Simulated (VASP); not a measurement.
Consider the following.

```
CELL_PARAMETERS angstrom
      2.64224     0.00000     0.00000
     -1.32112     2.28825     0.00000
      0.00000     0.00000    16.51792
ATOMIC_POSITIONS crystal
  W  0.66667 0.33333 0.50000
  O  0.33333 0.66667 0.42378
  O  0.33333 0.66667 0.57622
```

All values below come from PBE GGA, VASP's PBE PAW potentials (set 64) (plane waves; VASP 6.6.1). Settings: 400 eV cut-off, 14×14×1 Γ-centred mesh, Fermi-Dirac smearing of 0.10 eV, potentials W_sv O.

The cell holds a wide vacuum, so values per volume refer to the whole cell. Unless said otherwise, spin-orbit coupling is left out, though it shifts the bands of the heavy elements here.

Task: Give the energies of bands 8 to 16 at the high-symmetry points, in eV from the valence-band maximum.

Result: 
```tsv
band	Γ	M	K
8	-5.34	-6.63	-6.40
9	-5.34	-6.13	-5.40
10	-3.73	-5.68	-5.39
11	-3.73	-3.42	-3.97
12	-3.48	-3.15	-3.89
13	0.00	-0.89	-0.93
14	2.61	5.07	3.21
15	2.61	5.43	5.74
16	4.48	5.94	6.12
```

The gap is indirect, 2.60 eV, from the valence maximum at Γ to the conduction minimum at K-Γ at 0.89.

The cell is a sheet with vacuum, built from a generated structure.
